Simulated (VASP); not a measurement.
All values below come from r2SCAN meta-GGA, VASP's PBE PAW potentials (set 64) (plane waves; VASP 6.6.1).

Input for VASP

### INCAR
```
# general
SYSTEM  = SiO2
PREC    = Accurate
ENCUT   = 520   # plane-wave cut-off (eV)
LREAL   = .FALSE.   # projection in real space or not
LASPH   = .TRUE.   # aspherical one-centre terms

# electronic loop
EDIFF   = 1E-6
NELM    = 100   # most electronic steps
ALGO    = Normal   # blocked Davidson
LMIXTAU = .TRUE.

# smearing
ISMEAR  = 0   # Gaussian
SIGMA   = 0.05   # width (eV)

# functional
METAGGA = R2SCAN

# ions
IBRION  = 2
NSW     = 60   # most ionic steps
ISIF    = 4   # ions and shape, fixed volume
EDIFFG  = -0.02

# output
LWAVE   = .FALSE.
LCHARG  = .FALSE.
```

### KPOINTS
```
Automatic mesh
0
Gamma
9 9 1
0 0 0
```

POSCAR:
```
SiO2
1.0
  2.6834393825   0.0000000358   0.0000000000
 -1.3417201675   2.3239270815   0.0000000000
  0.0000000000   0.0000000000  17.6343295925
Si O
1 2
Cartesian
  0.0000000000   0.0000000000   8.8171647962
 -0.0000016592   1.5492855076   9.7285298848
  1.3417208742   0.7746416097   7.9057997077
```

POTCAR, in this order: Si O (PBE.64 set). Program: vasp_std.

The run wrote:

OUTCAR:
```
 ion  position               nearest neighbor table
   1  0.000  0.000  0.500-   2 1.80   3 1.80   3 1.80   2 1.80   3 1.80   2 1.80
   2  0.333  0.667  0.552-   1 1.80   1 1.80   1 1.80
   3  0.667  0.333  0.448-   1 1.80   1 1.80   1 1.80
  LATTYP: Found a hexagonal cell.
 ALAT       =     2.6834393825
 C/A-ratio  =     6.5715401315
 Subroutine PRICEL returns:
 Original cell was already a primitive cell.
 Subroutine GETGRP returns: Found 12 space group operations
The static configuration has the point symmetry D_3d.
The dynamic configuration has the point symmetry D_3d.
 Subroutine INISYM returns: Found 12 space group operations
 Subroutine IBZKPT returns following result:
 Found     12 irreducible k-points:

 Following reciprocal coordinates:
            Coordinates               Weight
  0.000000  0.000000  0.000000      1.000000
  0.111111  0.000000  0.000000      6.000000
  0.222222  0.000000  0.000000      6.000000
  0.333333  0.000000  0.000000      6.000000
  0.444444  0.000000  0.000000      6.000000
  0.111111  0.111111  0.000000      6.000000
  0.222222  0.111111  0.000000     12.000000
  0.333333  0.111111  0.000000     12.000000
  0.444444  0.111111  0.000000      6.000000
  0.222222  0.222222  0.000000      6.000000
  0.333333  0.222222  0.000000     12.000000
  0.333333  0.333333  0.000000      2.000000
   k-points           NKPTS =     12   k-points in BZ     NKDIM =     12   number of bands    NBANDS=     12
   number of dos      NEDOS =    301   number of ions     NIONS =      3
   total plane-waves  NPLWV =  56000
   dimension x,y,z NGX =    20 NGY =   20 NGZ =  140
   dimension x,y,z NGXF=    40 NGYF=   40 NGZF=  280
   ions per type =               1   2
   PREC   = accura    normal or accurate (medium, high low for compatibility)
   ISTART =      0    job   : 0-new  1-cont  2-samecut
   ICHARG =      2    charge: 1-file 2-atom 10-const
   ISPIN  =      1    spin polarized calculation?
...
```

OSZICAR:
```
...
DAV:  26    -0.287589867309E+02    0.10436E-01   -0.69308E-03   300   0.908E-01    0.520E-01
DAV:  27    -0.287410733615E+02    0.17913E-01   -0.46508E-03   376   0.735E-01    0.362E-01
DAV:  28    -0.287349934679E+02    0.60799E-02   -0.22955E-04   388   0.172E-01    0.400E-01
DAV:  29    -0.287449074199E+02   -0.99140E-02   -0.47292E-04   296   0.264E-01    0.417E-01
DAV:  30    -0.287512116333E+02   -0.63042E-02   -0.43551E-04   356   0.259E-01    0.396E-01
DAV:  31    -0.287544126409E+02   -0.32010E-02   -0.22859E-03   324   0.432E-01    0.214E-01
DAV:  32    -0.287539036422E+02    0.50900E-03   -0.52754E-04   368   0.207E-01    0.952E-02
DAV:  33    -0.287570534840E+02   -0.31498E-02   -0.29896E-04   292   0.189E-01    0.388E-02
DAV:  34    -0.287571868477E+02   -0.13336E-03   -0.68644E-05   316   0.800E-02    0.129E-02
DAV:  35    -0.287590771283E+02   -0.18903E-02   -0.17605E-04   292   0.147E-01    0.795E-03
DAV:  36    -0.287603263011E+02   -0.12492E-02   -0.21232E-04   336   0.155E-01    0.204E-02
DAV:  37    -0.287607636731E+02   -0.43737E-03   -0.21150E-04   296   0.150E-01    0.185E-02
DAV:  38    -0.287607149367E+02    0.48736E-04   -0.44602E-05   320   0.904E-02    0.173E-02
DAV:  39    -0.287605132038E+02    0.20173E-03   -0.13829E-04   288   0.173E-01    0.129E-02
DAV:  40    -0.287604548613E+02    0.58342E-04   -0.69835E-05   304   0.132E-01    0.679E-03
DAV:  41    -0.287604426085E+02    0.12253E-04   -0.15739E-05   332   0.562E-02    0.252E-03
DAV:  42    -0.287605086427E+02   -0.66034E-04   -0.58611E-06   332   0.427E-02    0.373E-03
DAV:  43    -0.287604919299E+02    0.16713E-04   -0.43190E-05   288   0.105E-01    0.410E-03
DAV:  44    -0.287605443407E+02   -0.52411E-04   -0.23476E-05   288   0.782E-02    0.259E-03
DAV:  45    -0.287605371613E+02    0.71794E-05   -0.59151E-07   276   0.119E-02    0.233E-03
DAV:  46    -0.287606028508E+02   -0.65689E-04   -0.29581E-05   288   0.857E-02    0.241E-03
DAV:  47    -0.287607491344E+02   -0.14628E-03   -0.81178E-05   288   0.121E-01    0.201E-03
DAV:  48    -0.287607575242E+02   -0.83897E-05   -0.16085E-06   364   0.178E-02    0.171E-03
DAV:  49    -0.287607612142E+02   -0.36900E-05   -0.51202E-07   192   0.106E-02    0.140E-03
DAV:  50    -0.287607619485E+02   -0.73437E-06   -0.10911E-06   224   0.169E-02
   1 F= -.28760762E+02 E0= -.28760762E+02  d E =-.287608E+02
       N       E                     dE             d eps       ncg     rms          rms(c)
DAV:   1    -0.287572895066E+02    0.34717E-02   -0.29761E+00   320   0.173E+01    0.495E-01
DAV:   2    -0.287612918588E+02   -0.40024E-02   -0.65966E-02   368   0.242E+00    0.177E-01
DAV:   3    -0.287613081388E+02   -0.16280E-04   -0.74396E-03   288   0.114E+00    0.983E-02
DAV:   4    -0.287596625661E+02    0.16456E-02   -0.76025E-03   288   0.106E+00    0.336E-02
DAV:   5    -0.287621813143E+02   -0.25187E-02   -0.55728E-03   288   0.908E-01    0.125E-02
DAV:   6    -0.287627493671E+02   -0.56805E-03   -0.73588E-04   296   0.363E-01    0.776E-03
DAV:   7    -0.287630895276E+02   -0.34016E-03   -0.45406E-04   288   0.339E-01    0.422E-03
DAV:   8    -0.287625602027E+02    0.52932E-03   -0.21315E-04   332   0.201E-01    0.212E-03
DAV:   9    -0.287628862101E+02   -0.32601E-03   -0.82222E-05   300   0.125E-01    0.112E-03
DAV:  10    -0.287630698827E+02   -0.18367E-03   -0.52948E-05   288   0.102E-01    0.664E-04
DAV:  11    -0.287630943311E+02   -0.24448E-04   -0.23727E-05   300   0.776E-02    0.795E-04
DAV:  12    -0.287631354670E+02   -0.41136E-04   -0.81173E-06   288   0.421E-02    0.588E-04
DAV:  13    -0.287631514139E+02   -0.15947E-04   -0.37191E-06   296   0.319E-02    0.365E-04
DAV:  14    -0.287631555512E+02   -0.41372E-05   -0.94303E-07   224   0.160E-02    0.202E-04
DAV:  15    -0.287631653159E+02   -0.97647E-05   -0.35435E-06   308   0.253E-02    0.167E-04
DAV:  16    -0.287631647269E+02    0.58896E-06   -0.79296E-07   212   0.135E-02
   2 F= -.28763165E+02 E0= -.28763165E+02  d E =-.240278E-02
       N       E                     dE             d eps       ncg     rms          rms(c)
DAV:   1    -0.287639159453E+02   -0.75063E-03   -0.39043E-01   316   0.626E+00    0.172E-01
DAV:   2    -0.287649620739E+02   -0.10461E-02   -0.99017E-03   288   0.102E+00    0.653E-02
DAV:   3    -0.287636198424E+02    0.13422E-02   -0.24469E-03   288   0.621E-01    0.361E-02
DAV:   4    -0.287640609225E+02   -0.44108E-03   -0.19350E-03   288   0.551E-01    0.137E-02
DAV:   5    -0.287640591156E+02    0.18069E-05   -0.12820E-03   288   0.463E-01    0.394E-03
DAV:   6    -0.287641873161E+02   -0.12820E-03   -0.11111E-04   304   0.168E-01    0.361E-03
DAV:   7    -0.287642644476E+02   -0.77132E-04   -0.22955E-05   288   0.845E-02    0.180E-03
DAV:   8    -0.287642854791E+02   -0.21032E-04   -0.11357E-05   288   0.640E-02    0.443E-04
DAV:   9    -0.287643164116E+02   -0.30932E-04   -0.11476E-05   288   0.607E-02    0.388E-04
DAV:  10    -0.287643179156E+02   -0.15039E-05   -0.46226E-08   264   0.289E-03    0.390E-04
DAV:  11    -0.287643188727E+02   -0.95716E-06   -0.17149E-08   212   0.200E-03
   3 F= -.28764319E+02 E0= -.28764319E+02  d E =-.355692E-02
       N       E                     dE             d eps       ncg     rms          rms(c)
DAV:   1    -0.287654492614E+02   -0.11313E-02   -0.10208E-01   368   0.310E+00    0.171E-01
DAV:   2    -0.287650551960E+02    0.39407E-03   -0.21510E-03   344   0.469E-01    0.922E-02
DAV:   3    -0.287650058689E+02    0.49327E-04   -0.22340E-03   288   0.589E-01    0.292E-02
DAV:   4    -0.287641677017E+02    0.83817E-03   -0.26219E-03   288   0.598E-01    0.161E-02
DAV:   5    -0.287647080708E+02   -0.54037E-03   -0.18634E-04   328   0.152E-01    0.106E-02
DAV:   6    -0.287645842714E+02    0.12380E-03   -0.33417E-05   296   0.849E-02    0.360E-03
DAV:   7    -0.287648372906E+02   -0.25302E-03   -0.16428E-04   288   0.188E-01    0.280E-03
DAV:   8    -0.287647841362E+02    0.53154E-04   -0.63629E-05   304   0.130E-01    0.170E-03
DAV:   9    -0.287649383474E+02   -0.15421E-03   -0.52082E-05   288   0.125E-01    0.122E-03
DAV:  10    -0.287648159688E+02    0.12238E-03   -0.53634E-05   344   0.119E-01    0.965E-04
DAV:  11    -0.287648299772E+02   -0.14008E-04   -0.54418E-05   340   0.105E-01    0.645E-04
DAV:  12    -0.287648751691E+02   -0.45192E-04   -0.14803E-05   328   0.573E-02    0.541E-04
DAV:  13    -0.287648779913E+02   -0.28222E-05   -0.24666E-06   344   0.214E-02    0.221E-04
DAV:  14    -0.287648872041E+02   -0.92129E-05   -0.20931E-06   316   0.226E-02    0.150E-04
DAV:  15    -0.287648859595E+02    0.12446E-05   -0.11414E-06   244   0.196E-02    0.212E-04
DAV:  16    -0.287648867572E+02   -0.79764E-06   -0.21071E-06   280   0.251E-02
   4 F= -.28764887E+02 E0= -.28764887E+02  d E =-.567884E-03
       N       E                     dE             d eps       ncg     rms          rms(c)
DAV:   1    -0.287652520273E+02   -0.36607E-03   -0.39121E-02   372   0.192E+00    0.106E-01
DAV:   2    -0.287650199195E+02    0.23211E-03   -0.84609E-04   344   0.296E-01    0.570E-02
DAV:   3    -0.287642373570E+02    0.78256E-03   -0.14780E-03   288   0.478E-01    0.184E-02
DAV:   4    -0.287645910725E+02   -0.35372E-03   -0.17526E-03   288   0.480E-01    0.100E-02
DAV:   5    -0.287649181637E+02   -0.32709E-03   -0.12195E-04   296   0.125E-01    0.665E-03
DAV:   6    -0.287648104086E+02    0.10776E-03   -0.25564E-05   308   0.719E-02    0.192E-03
DAV:   7    -0.287649263183E+02   -0.11591E-03   -0.78650E-05   292   0.144E-01    0.175E-03
DAV:   8    -0.287649542638E+02   -0.27946E-04   -0.60208E-05   288   0.128E-01    0.103E-03
DAV:   9    -0.287649687534E+02   -0.14490E-04   -0.44212E-05   288   0.119E-01    0.669E-04
DAV:  10    -0.287649820456E+02   -0.13292E-04   -0.31237E-05   320   0.993E-02    0.669E-04
DAV:  11    -0.287650130524E+02   -0.31007E-04   -0.16604E-05   344   0.641E-02    0.436E-04
DAV:  12    -0.287650271412E+02   -0.14089E-04   -0.19919E-06   304   0.206E-02    0.382E-04
DAV:  13    -0.287650268739E+02    0.26722E-06   -0.18356E-06   296   0.228E-02
   5 F= -.28765027E+02 E0= -.28765027E+02  d E =-.708001E-03
```

**OUTCAR**
```
------------------------ aborting loop because EDIFF is reached ----------------------------------------
  FORCE on cell =-STRESS in cart. coord.  units (eV):
  Direction    XX          YY          ZZ          XY          YZ          ZX
  --------------------------------------------------------------------------------------
  Total       -0.0910298     -0.0910298     -0.0468734      0.0000000      0.0000000     -0.0000000
  in kB       -1.3262363     -1.3262368     -0.6829103      0.0000002      0.0000000     -0.0000000
  external PRESSURE =      -1.1117945 kB  Pullay stress =       0.0000000 kB
  volume of cell :      109.97
      direct lattice vectors                 reciprocal lattice vectors
     2.679311769  0.000000043  0.000000000     0.373230171  0.215484579  0.000000000
    -1.339656354  2.320352447 -0.000000000    -0.000000007  0.430969007  0.000000000
     0.000000000 -0.000000000 17.688704668    -0.000000000  0.000000000  0.056533252
 POSITION                                       TOTAL-FORCE (eV/Angst)
 -----------------------------------------------------------------------------------
      0.00000     -0.00000      8.84435         0.000000      0.000000      0.000000
     -0.00000      1.54690      9.74538        -0.000000     -0.000000      0.002110
      1.33966      0.77345      7.94332         0.000000      0.000000     -0.002110
 -----------------------------------------------------------------------------------
    total drift:                                0.000000      0.000000      0.000000
  FREE ENERGIE OF THE ION-ELECTRON SYSTEM (eV)
  ---------------------------------------------------
  free  energy   TOTEN  =       -28.7650268739 eV

  energy  without entropy=      -28.7650268739  energy(sigma->0) =      -28.76502687

 reached required accuracy - stopping structural energy minimisation
```
(Selected blocks of OUTCAR.)

**CONTCAR**
```
SiO2
   1.00000000000000
     2.6793117689653689    0.0000000432014563    0.0000000000000000
    -1.3396563535425861    2.3203524466507628   -0.0000000000000000
     0.0000000000000000   -0.0000000000000001   17.6887046679775963
  Si              O
     1     2
Direct
     0.0000000000000000    0.0000000000000000    0.5000000000000000
     0.3333330000000032    0.6666669999999968    0.5509383025184108
     0.6666669999999968    0.3333330000000032    0.4490616974815890
```

The cell holds a wide vacuum, so values per volume refer to the whole cell.

The cell is a sheet with vacuum, built from a generated structure.
